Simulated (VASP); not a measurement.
# Cl2SiH2 in VASP: reference runs

Reference runs on Cl2SiH2: the cell as given.

Everything below comes from runs of VASP 6.6.1. Logs are shortened: lines on timing, memory, paths and dates and some standing lists are left out, and cuts for length are marked.

**1. The molecule as given**

The cell holds a molecule in a box, 5 atoms: a = 12.000 Å, b = 12.000 Å, c = 12.000 Å, α = 90.00°, β = 90.00°, γ = 90.00°.

**2. Single point, PBE**

Contents of INCAR:

```
PREC = Accurate ; ENCUT = 520
EDIFF = 1E-7 ; ISMEAR = 0
SIGMA = 0.01 ; LREAL = F
LASPH = T ; NELM = 80
ALGO = Normal ; ISIF = 2
LWAVE = F ; LCHARG = F
GGA = PE ; NBANDS = 18
```

Contents of KPOINTS:

```
Automatic mesh
0
Gamma
  1 1 1
```

Contents of POSCAR:

```
SiH2Cl2
1.0
   12.0000000000      0.0000000000      0.0000000000
    0.0000000000     12.0000000000      0.0000000000
    0.0000000000      0.0000000000     12.0000000000
Cl Si H
2 1 2
Direct
    0.3997250000      0.4758583300      0.6250541700
    0.4194666700      0.6083750000      0.3806125000
    0.4974666700      0.5026666700      0.4885375000
    0.5154000000      0.3951250000      0.4316791700
    0.6024416700      0.5550250000      0.5253958300
```

Potentials or basis: VASP PAW PBE potentials, release 64 (Cl, Si, H).

Command:

```bash
> cat potpaw_PBE.64/Cl/POTCAR potpaw_PBE.64/Si/POTCAR potpaw_PBE.64/H/POTCAR > POTCAR
> mpirun -np 1 vasp_gam > vasp.out
```

OUTCAR:

```text
PREC = Accurate
   ENCUT = 520
   EDIFF = 1E-7
   ISMEAR = 0
   LREAL = F
   LASPH = T
   NELM = 80
   ISIF = 2
   GGA = PE

 ion  position               nearest neighbor table
   1  0.400  0.476  0.625-   3 2.04
   2  0.419  0.608  0.381-   3 2.04
   3  0.497  0.503  0.489-   5 1.48   4 1.48   2 2.04   1 2.04
   4  0.515  0.395  0.432-   3 1.48
   5  0.602  0.555  0.525-   3 1.48

  LATTYP: Found a simple cubic cell.
 ALAT       =    12.0000000000

  Lattice vectors:

 A1 = (  12.0000000000,   0.0000000000,   0.0000000000)
 A2 = (   0.0000000000,  12.0000000000,   0.0000000000)
 A3 = (   0.0000000000,   0.0000000000,  12.0000000000)

Analysis of symmetry for initial positions (statically):
=====================================================================
 Subroutine PRICEL returns:
 Original cell was already a primitive cell.

 Routine SETGRP: Setting up the symmetry group for a
 simple cubic supercell.

 Subroutine GETGRP returns: Found  1 space group operations
 (whereof  1 operations were pure point group operations)
 out of a pool of 48 trial point group operations.

The static configuration has the point symmetry C_1 .

Analysis of symmetry for dynamics (positions and initial velocities):
=====================================================================
 Subroutine PRICEL returns:
 Original cell was already a primitive cell.

 Routine SETGRP: Setting up the symmetry group for a
 simple cubic supercell.

 Subroutine GETGRP returns: Found  1 space group operations
 (whereof  1 operations were pure point group operations)
 out of a pool of 48 trial point group operations.

The dynamic configuration has the point symmetry C_1 .

 Subroutine INISYM returns: Found  1 space group operations
 (whereof  1 operations are pure point group operations),
 and found     1 'primitive' translations

----------------------------------------------------------------------------------------

                                     Primitive cell

  volume of cell :    1728.0000

  direct lattice vectors                    reciprocal lattice vectors
    12.000000000  0.000000000  0.000000000     0.083333333  0.000000000  0.000000000
     0.000000000 12.000000000  0.000000000     0.000000000  0.083333333  0.000000000
     0.000000000  0.000000000 12.000000000     0.000000000  0.000000000  0.083333333

  length of vectors
    12.000000000 12.000000000 12.000000000     0.083333333  0.083333333  0.083333333

  position of ions in fractional coordinates (direct lattice)
     0.399725000  0.475858330  0.625054170
     0.419466670  0.608375000  0.380612500
     0.497466670  0.502666670  0.488537500
     0.515400000  0.395125000  0.431679170
     0.602441670  0.555025000  0.525395830

  ion indices of the primitive-cell ions
   primitive index   ion index
                 1           1
                 2           2
                 3           3
                 4           4
                 5           5

----------------------------------------------------------------------------------------

 KPOINTS: Automatic mesh

Automatic generation of k-mesh.
 Grid dimensions read from file:
 generate k-points for:    1    1    1

 Generating k-lattice:

  Cartesian coordinates                     Fractional coordinates (reciprocal lattice)
     0.083333333  0.000000000  0.000000000     1.000000000  0.000000000  0.000000000
     0.000000000  0.083333333  0.000000000     0.000000000  1.000000000  0.000000000
     0.000000000  0.000000000  0.083333333     0.000000000  0.000000000  1.000000000

  Length of vectors
     0.083333333  0.083333333  0.083333333

  Shift w.r.t. Gamma in fractional coordinates (k-lattice)
     0.000000000  0.000000000  0.000000000

 Subroutine IBZKPT returns following result:
 ===========================================

 Found      1 irreducible k-points:

 Following reciprocal coordinates:
            Coordinates               Weight
  0.000000  0.000000  0.000000      1.000000
   k-points           NKPTS =      1   k-points in BZ     NKDIM =      1   number of bands    NBANDS=     18
   number of dos      NEDOS =    301   number of ions     NIONS =      5
   total plane-waves  NPLWV = 729000
   dimension x,y,z NGX =    90 NGY =   90 NGZ =   90
   dimension x,y,z NGXF=   180 NGYF=  180 NGZF=  180
   ions per type =               2   1   2
   NGX,Y,Z   is equivalent  to a cutoff of  12.47, 12.47, 12.47 a.u.
   NGXF,Y,Z  is equivalent  to a cutoff of  24.94, 24.94, 24.94 a.u.
 SYSTEM =  unknown system
   PREC   = accura    normal or accurate (medium, high low for compatibility)
   ISTART =      0    job   : 0-new  1-cont  2-samecut
   ICHARG =      2    charge: 1-file 2-atom 10-const
   ISPIN  =      1    spin polarized calculation?
   LNONCOLLINEAR =      F non collinear calculations
   LSORBIT =      F    spin-orbit coupling
   LASPH  =      T    aspherical Exc in radial PAW
   ENCUT  =  520.0 eV  38.22 Ry    6.18 a.u.  22.31 22.31 22.31*2*pi/ulx,y,z
   NELM   =     80;   NELMIN=  2; NELMDL= -5     # of ELM steps
   EDIFF  = 0.1E-06   stopping-criterion for ELM
   LREAL  =      F    real-space projection
   EDIFFG = 0.1E-05   stopping-criterion for IOM
   NSW    =      0    number of steps for IOM
   IBRION =     -1    ionic relax: 0-MD 1-quasi-New 2-CG
   NFREE  =      0    steps in history (QN), initial steepest desc. (CG)
   ISIF   =      2    stress and relaxation
   ISYM   =      2    0-nonsym 1-usesym 2-fastsym
   POTIM  = 0.5000    time-step for ionic-motion
   TEBEG  =    0.0;   TEEND  =   0.0 temperature during run
   PSTRESS=    0.0 pullay stress
   NELECT =      20.0000    total number of electrons
   NUPDOWN=      -1.0000    fix difference up-down
   EMIN   =  10.00;   EMAX   =-10.00  energy-range for DOS
   EFERMI =   0.00;   METHOD = LEGACY
   ISMEAR =     0;   SIGMA  =   0.01  broadening in eV -4-tet -1-fermi 0-gaus
   EFERMI_NEDOS =   21; number of points for ismear=-14 and -15
   IALGO  =     38    algorithm
   IMIX   =      4    mixing-type and parameters
     AMIX     =   0.40;   BMIX     =  1.00
     AMIX_MAG =   1.60;   BMIX_MAG =  1.00
  volume/ion in A,a.u.               =     345.60      2332.22
  Fermi-wavevector in a.u.,A,eV,Ry     =   0.370314  0.699792  1.865801  0.137133
  Thomas-Fermi vector in A             =   1.297595
   LORBIT       =      0    0 simple, 1 ext, 2 COOP (PROOUT), +10 PAW based schemes
   GGA     = PE    functional components
   LHFCALC =     F    Hartree Fock is set to
   AEXX    =    0.0000 exact exchange contribution
   IVDW    =     0    specifies the selected vdW correction
   LEPSILON=     F    determine dielectric tensor
   LRPA    =     F    only Hartree local field effects (RPA)
 non-spin polarized calculation
 Gauss-broadening in eV      SIGMA  =   0.01
  energy-cutoff  :      520.00
  volume of cell :     1728.00
 maximum number of plane-waves:     23293
 NGX is ok and might be reduce to    90
   NGX = 45   NGY = 45   NGZ = 45

 number of electron      20.0000003 magnetization

 Free energy of the ion-electron system (eV)
  ---------------------------------------------------
  ext. energy  EPLUGINS =         0.00000000
  ---------------------------------------------------
  free energy    TOTEN  =       -18.99236441 eV

  energy without entropy =      -18.99236441  energy(sigma->0) =      -18.99236441

 E-fermi :  -7.3196     XC(G=0):  -0.8291

 val. band max:       -7.4033342770   @ k =   0.0000   0.0000   0.0000
 cond. band min:      -0.7986732350   @ k =   0.0000   0.0000   0.0000
 fundamental gap:      6.6046610420
 Fermi energy:        -7.3195786573

 k-point     1 :       0.0000    0.0000    0.0000
  band No.  band energies     occupation
      1     -21.0539      2.00000
      2     -20.4574      2.00000
      3     -13.3667      2.00000
      4     -10.0062      2.00000
      5      -9.8009      2.00000
      6      -9.6946      2.00000
[... 10 lines left out ...]
     17       0.9462      0.00000
     18       1.0300      0.00000

------------------------ aborting loop because EDIFF is reached ----------------------------------------

  FORCE on cell =-STRESS in cart. coord.  units (eV):
  Direction    XX          YY          ZZ          XY          YZ          ZX
  --------------------------------------------------------------------------------------
  -------------------------------------------------------------------------------------
  Total        0.3432601      0.3464803      0.5221729     -0.0337093     -0.1417071     -0.0366792
  in kB        0.3182659      0.3212517      0.4841514     -0.0312548     -0.1313889     -0.0340084
  external PRESSURE =       0.3745563 kB  Pullay stress =       0.0000000 kB

 VOLUME and BASIS-vectors are now :
 -----------------------------------------------------------------------------
  energy-cutoff  :      520.00
  volume of cell :     1728.00
      direct lattice vectors                 reciprocal lattice vectors
    12.000000000  0.000000000  0.000000000     0.083333333  0.000000000  0.000000000
     0.000000000 12.000000000  0.000000000     0.000000000  0.083333333  0.000000000
     0.000000000  0.000000000 12.000000000     0.000000000  0.000000000  0.083333333

 POSITION                                       TOTAL-FORCE (eV/Angst)
 -----------------------------------------------------------------------------------
      4.79670      5.71030      7.50065        -0.122710     -0.043630      0.188174
      5.03360      7.30050      4.56735        -0.096112      0.142672     -0.153905
      5.96960      6.03200      5.86245         0.070441     -0.032309     -0.010298
      6.18480      4.74150      5.18015         0.023022     -0.127209     -0.067087
      7.22930      6.66030      6.30475         0.125359      0.060476      0.043116
 -----------------------------------------------------------------------------------
    total drift:                               -0.000127     -0.000089     -0.000135

  FREE ENERGIE OF THE ION-ELECTRON SYSTEM (eV)
  ---------------------------------------------------
  free  energy   TOTEN  =       -18.9923644128 eV

  energy  without entropy=      -18.9923644128  energy(sigma->0) =      -18.99236441
```

Wall time 1.8 min (1 thread of Intel Xeon 6975P-C (Granite Rapids), shared host); peak memory 1.2 GiB.

Results:

| Item | Value |
| --- | --- |
| Free energy | -18.9924 eV |
| Largest force | 0.231 eV/Å |
| Gap between the frontier levels | 6.60 eV |

Forces on the atoms (eV/Å):
```
Cl  -0.123 -0.044  0.188
Cl  -0.096  0.143 -0.154
Si   0.070 -0.032 -0.010
H    0.023 -0.127 -0.067
H    0.125  0.060  0.043
```
